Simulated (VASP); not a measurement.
Crystal: WS2 (Tungstenite).

```
W S
1.0
     3.15410    0.00000    0.00000
    -1.57705    2.73153    0.00000
     0.00000    0.00000   12.14229
W S
2 4
Direct
  0.33333 0.66667 0.25000
  0.66667 0.33333 0.75000
  0.33333 0.66667 0.62030
  0.66667 0.33333 0.12030
  0.33333 0.66667 0.87970
  0.66667 0.33333 0.37970
```

Program: VASP 6.6.1. Alike in all runs: potentials or basis VASP PAW PBE potentials, release 64 (W_sv, S); cell as given; cutoff (eV) 520; smearing gaussian 0.03 eV. Hardware: 2 MPI ranks on Intel(R) Xeon(R) Platinum 8559C (Emerald Rapids), with other jobs on the host.

Problem. Order these runs on this cell by their wall time, lowest first.
A. task dielectric tensor; level PBE; spin off; k mesh 15 × 15 × 3; monkhorst-Pack mesh no
B. task optical spectrum; level PBE; spin off; k mesh 12 × 12 × 3
C. task band structure; level TB-mBJ; spin SOC, no magnetisation; k mesh 9 × 9 × 2
D. task band structure; level PBE; spin off; k mesh 12 × 12 × 3
E. task band structure; level r2SCAN; spin off; k mesh 12 × 12 × 3

Solution. B (72 s), D (190 s), E (580 s), A (1300 s), C (2600 s).

Caveats: independent-particle spectra lack excitons (some runs).
